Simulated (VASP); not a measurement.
OSZICAR of a VASP run on Ge62Sb:

**OSZICAR**
```
       N       E                     dE             d eps       ncg     rms          rms(c)
DAV:   1    -0.267387914104E+03   -0.26739E+03   -0.41554E-05   736   0.166E-02    0.606E-03
RMM:   2    -0.267387906685E+03    0.74187E-05   -0.18546E-05   615   0.558E-03    0.202E-03
RMM:   3    -0.267387906563E+03    0.12234E-06   -0.10474E-05   595   0.325E-03    0.125E-03
RMM:   4    -0.267387906590E+03   -0.27250E-07   -0.95850E-07   388   0.142E-03
   1 F= -.26738791E+03 E0= -.26735203E+03  d E =-.717533E-01  mag=     1.0000
```

Task: Which electronic solver shows in the log?

Result: It is blocked Davidson (ALGO = Normal, or the opening steps of other solvers) and then RMM-DIIS (ALGO = Fast or VeryFast). The INCAR had ALGO = Fast.

Task: How was spin treated?

Result: Collinear spin (ISPIN = 2): the summary line carries one mag value, 1.00 μB in the cell.

Task: Can the final energy be trusted as converged?

Result: The calculation finished and met its thresholds. It stopped with EDIFF = 1E-6, NELM = 100 (PBE GGA, plane waves, VASP's PBE PAW potentials (set 64)). The cell is charged, with a uniform compensating background.  The supercell is sampled at Γ alone, which is coarse: total energies, pressure and levels can be off, energies of defects by several tenths of an eV.

The cell is a supercell with a defect, built from Ge (diamond): Sb_Ge-vac_Ge, charge -2. The total moment is imposed (NUPDOWN), so this need not be the lowest spin state.
